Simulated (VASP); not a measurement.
Output of a VASP run:

File OSZICAR:
```
       N       E                     dE             d eps       ncg     rms          rms(c)
DAV:   1     0.200899951240E+03    0.20090E+03   -0.16186E+04   704   0.156E+03
DAV:   2    -0.426420027360E+01   -0.20516E+03   -0.19989E+03   760   0.383E+02
DAV:   3    -0.124604726054E+02   -0.81963E+01   -0.81807E+01   735   0.866E+01
DAV:   4    -0.124983639757E+02   -0.37891E-01   -0.37884E-01   750   0.584E+00
DAV:   5    -0.124985016406E+02   -0.13766E-03   -0.13766E-03   725   0.314E-01    0.108E+01
DAV:   6    -0.107919314028E+02    0.17066E+01   -0.51372E+00   895   0.429E+01    0.793E+00
DAV:   7    -0.108314862850E+02   -0.39555E-01   -0.82524E-01   683   0.969E+00    0.460E+00
DAV:   8    -0.108259242419E+02    0.55620E-02   -0.13933E-01   741   0.398E+00    0.685E-01
DAV:   9    -0.108179909399E+02    0.79333E-02   -0.37112E-02   863   0.257E+00    0.856E-02
DAV:  10    -0.108185615468E+02   -0.57061E-03   -0.27936E-03   702   0.655E-01    0.110E-01
DAV:  11    -0.108186388105E+02   -0.77264E-04   -0.10671E-04   741   0.129E-01    0.347E-02
DAV:  12    -0.108186630009E+02   -0.24190E-04   -0.38463E-05   700   0.612E-02    0.177E-02
DAV:  13    -0.108186646799E+02   -0.16790E-05   -0.57534E-06   737   0.214E-02    0.342E-03
DAV:  14    -0.108186645510E+02    0.12896E-06   -0.57194E-07   675   0.109E-02    0.687E-04
DAV:  15    -0.108186645802E+02   -0.29194E-07   -0.44995E-08   561   0.238E-03
   1 F= -.11294150E+02 E0= -.11294150E+02  d E =-.112981E-15
```

### OUTCAR
```
------------------------ aborting loop because EDIFF is reached ----------------------------------------
 Edisp (eV)   -0.47549
  FORCE on cell =-STRESS in cart. coord.  units (eV):
  Direction    XX          YY          ZZ          XY          YZ          ZX
  --------------------------------------------------------------------------------------
  Total       1.79981     1.79981     1.79981    -0.00000    -0.00000     0.00000
  in kB      75.33121    75.33121    75.33121    -0.00000    -0.00000     0.00000
  external pressure =       75.33 kB  Pullay stress =        0.00 kB
  volume of cell :       38.28
      direct lattice vectors                 reciprocal lattice vectors
     0.000000000  2.674922195  2.674922195    -0.186921325  0.186921325  0.186921325
     2.674922195  0.000000000  2.674922195     0.186921325 -0.186921325  0.186921325
     2.674922195  2.674922195  0.000000000     0.186921325  0.186921325 -0.186921325
 POSITION                                       TOTAL-FORCE (eV/Angst)
 -----------------------------------------------------------------------------------
      0.00000      0.00000      0.00000         0.000000      0.000000      0.000000
      1.33746      1.33746      1.33746        -0.000000     -0.000000     -0.000000
      4.01238      4.01238      4.01238         0.000000     -0.000000     -0.000000
 -----------------------------------------------------------------------------------
    total drift:                                0.000000      0.000000      0.000000
  FREE ENERGIE OF THE ION-ELECTRON SYSTEM (eV)
  ---------------------------------------------------
  free  energy   TOTEN  =       -11.2941501809 eV

  energy  without entropy=      -11.2941501809  energy(sigma->0) =      -11.29415018
```
(Selected blocks of OUTCAR.)

### POSCAR
```
CdF2
1
    0.0000000000     2.6749221946     2.6749221946
    2.6749221946     0.0000000000     2.6749221946
    2.6749221946     2.6749221946     0.0000000000
Cd F
1 2
Direct
  0.0000000000   0.0000000000   0.0000000000
  0.2500000000   0.2500000000   0.2500000000
  0.7500000000   0.7500000000   0.7500000000
```

Q: Write an INCAR and KPOINTS that could have produced this output.

A: One answer among several that fit: the input of the run itself, PBE GGA with D3 dispersion (zero damping), plane waves, VASP's PBE PAW potentials (set 64).

**INCAR**
```
# general
SYSTEM  = CdF2
PREC    = Accurate
ENCUT   = 520   # plane-wave cut-off (eV)
LREAL   = .FALSE.
LASPH   = .TRUE.

# electronic loop
EDIFF   = 1E-7   # SCF stop (eV)
NELM    = 100
ALGO    = Normal   # blocked Davidson
LMAXMIX = 4   # l cut-off of mixed one-centre charges

# smearing
ISMEAR  = 0   # Gaussian
SIGMA   = 0.05   # width (eV)

# functional
GGA     = PE   # PBE
IVDW    = 11   # D3, zero damping

# ions
ISIF    = 2

# output
LWAVE   = .FALSE.
LCHARG  = .FALSE.
```

KPOINTS:
```
Automatic mesh
0
Gamma
7 7 7
0 0 0
```

POTCAR, in this order: Cd F (PBE.64 set). Program: vasp_std.

The compound is CdF2 in the fluorite structure. This cell is one point of a volume scan, at 0.94 of the reference volume.
